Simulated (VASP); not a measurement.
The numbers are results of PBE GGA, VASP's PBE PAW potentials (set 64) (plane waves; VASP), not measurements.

VASP ran on this input.

### KPOINTS
```
Automatic mesh
0
Gamma
12 12 12
0 0 0
```

INCAR:
```
! general
SYSTEM  = ZrC
PREC    = Accurate
ENCUT   = 520   ! plane-wave cut-off (eV)
LREAL   = F   ! projection in real space or not
LASPH   = T   ! aspherical one-centre terms
NBANDS  = 10

! electronic loop
EDIFF   = 1E-6   ! SCF stop (eV)
NELM    = 100   ! most electronic steps
ALGO    = Normal
LMAXMIX = 4   ! l cut-off of mixed one-centre charges

! smearing
ISMEAR  = 1
SIGMA   = 0.1

! functional
GGA     = PE

! ions
ISIF    = 2   ! forces and stress, cell fixed

! output
LWAVE   = F
LCHARG  = F
```

POSCAR:
```
ZrC
1
    0.0000000000     2.2987910000     2.3369170000
    2.3725850000     0.0000000000     2.3369170000
    2.3725850000     2.2987910000     0.0000000000
Zr C
1 1
Direct
  0.0000000000   0.0000000000   0.0000000000
  0.4802910000   0.5197090000   0.5197090000
```

POTCAR, in this order: Zr_sv C (PBE.64 set). Program: vasp_std.

Output of the run:

OUTCAR:
```
 ion  position               nearest neighbor table
   1  0.000  0.000  0.000-   2 2.28   2 2.30   2 2.30   2 2.34   2 2.34   2 2.47
   2  0.480  0.520  0.520-   1 2.28   1 2.30   1 2.30   1 2.34   1 2.34   1 2.47
  LATTYP: Found a face centered orthorhombic cell.
 ALAT       =     4.5975820000
 B/A-ratio  =     1.0165852398
 C/A-ratio  =     1.0321012219
 Subroutine PRICEL returns:
 Original cell was already a primitive cell.
 Subroutine GETGRP returns: Found  4 space group operations
The static configuration has the point symmetry C_2v.
The dynamic configuration has the point symmetry C_2v.
 Subroutine INISYM returns: Found  4 space group operations
 Subroutine IBZKPT returns following result:
 Found    280 irreducible k-points:

 Following reciprocal coordinates:
            Coordinates               Weight
  0.000000  0.000000  0.000000      1.000000
  0.083333 -0.000000 -0.000000      8.000000
  0.166667  0.000000 -0.000000      8.000000
  0.250000  0.000000  0.000000      8.000000
  0.333333 -0.000000 -0.000000      8.000000
  0.416667 -0.000000  0.000000      8.000000
  0.500000  0.000000  0.000000      4.000000
  0.083333  0.083333  0.000000      2.000000
  0.166667  0.083333  0.000000      8.000000
  0.250000  0.083333  0.000000      8.000000
  0.333333  0.083333 -0.000000      8.000000
  0.416667  0.083333  0.000000      8.000000
  0.500000  0.083333  0.000000      8.000000
 -0.416667  0.083333 -0.000000      8.000000
 -0.333333  0.083333  0.000000      8.000000
 -0.250000  0.083333  0.000000      8.000000
 -0.166667  0.083333  0.000000      8.000000
 -0.083333  0.083333  0.000000      4.000000
  0.166667  0.166667  0.000000      2.000000
  0.250000  0.166667 -0.000000      8.000000
  0.333333  0.166667 -0.000000      8.000000
  0.416667  0.166667  0.000000      8.000000
...
```

**OSZICAR**
```
       N       E                     dE             d eps       ncg     rms          rms(c)
DAV:   1     0.118121922285E+03    0.11812E+03   -0.92198E+03  5600   0.162E+03
DAV:   2    -0.158038290126E+02   -0.13393E+03   -0.12840E+03  6334   0.382E+02
DAV:   3    -0.225890775607E+02   -0.67852E+01   -0.65654E+01  7542   0.779E+01
DAV:   4    -0.228693606546E+02   -0.28028E+00   -0.27993E+00  7656   0.157E+01
DAV:   5    -0.228780728085E+02   -0.87122E-02   -0.87105E-02  7698   0.238E+00    0.222E+01
DAV:   6    -0.195112031607E+02    0.33669E+01   -0.22065E+01  6406   0.342E+01    0.895E+00
DAV:   7    -0.194142498239E+02    0.96953E-01   -0.98157E-01  7028   0.846E+00    0.593E+00
DAV:   8    -0.194129173104E+02    0.13325E-02   -0.15332E-01  7366   0.362E+00    0.681E-01
DAV:   9    -0.194085203185E+02    0.43970E-02   -0.51516E-02  7334   0.136E+00    0.323E-01
DAV:  10    -0.194083887979E+02    0.13152E-03   -0.30974E-03  6808   0.718E-01    0.186E-01
DAV:  11    -0.194082525637E+02    0.13623E-03   -0.82546E-04  6952   0.199E-01    0.149E-02
DAV:  12    -0.194082511314E+02    0.14323E-05   -0.14518E-05  6802   0.485E-02    0.665E-03
DAV:  13    -0.194082511134E+02    0.17999E-07   -0.95083E-07  4468   0.906E-03
   1 F= -.19408251E+02 E0= -.19408282E+02  d E =0.914091E-04
```

OUTCAR:
```
------------------------ aborting loop because EDIFF is reached ----------------------------------------
  FORCE on cell =-STRESS in cart. coord.  units (eV):
  Direction    XX          YY          ZZ          XY          YZ          ZX
  --------------------------------------------------------------------------------------
  Total        0.3351980      1.9454183      0.8965549      0.0000000      0.0000000      0.0000000
  in kB       21.0677146    122.2725659     56.3498726      0.0000000      0.0000000      0.0000000
  external PRESSURE =      66.5633844 kB  Pullay stress =       0.0000000 kB
  volume of cell :       25.49
      direct lattice vectors                 reciprocal lattice vectors
     0.000000000  2.298791000  2.336917000    -0.210740606  0.217505637  0.213957107
     2.372585000  0.000000000  2.336917000     0.210740606 -0.217505637  0.213957107
     2.372585000  2.298791000  0.000000000     0.210740606  0.217505637 -0.213957107
 POSITION                                       TOTAL-FORCE (eV/Angst)
 -----------------------------------------------------------------------------------
      0.00000      0.00000      0.00000         0.534828      0.000000      0.000000
      2.46611      2.29879      2.33692        -0.534828      0.000000      0.000000
 -----------------------------------------------------------------------------------
    total drift:                               -0.000008      0.000000     -0.000001
  FREE ENERGIE OF THE ION-ELECTRON SYSTEM (eV)
  ---------------------------------------------------
  free  energy   TOTEN  =       -19.4082511134 eV

  energy  without entropy=      -19.4083425225  energy(sigma->0) =      -19.40828158
```
(Selected blocks of OUTCAR.)

The compound is ZrC in the rock salt structure. The cell was not relaxed at this level, atoms are displaced from their ideal sites. The run is one of a series of settings (NBANDS = 10 against the base run), some of them coarse on purpose.
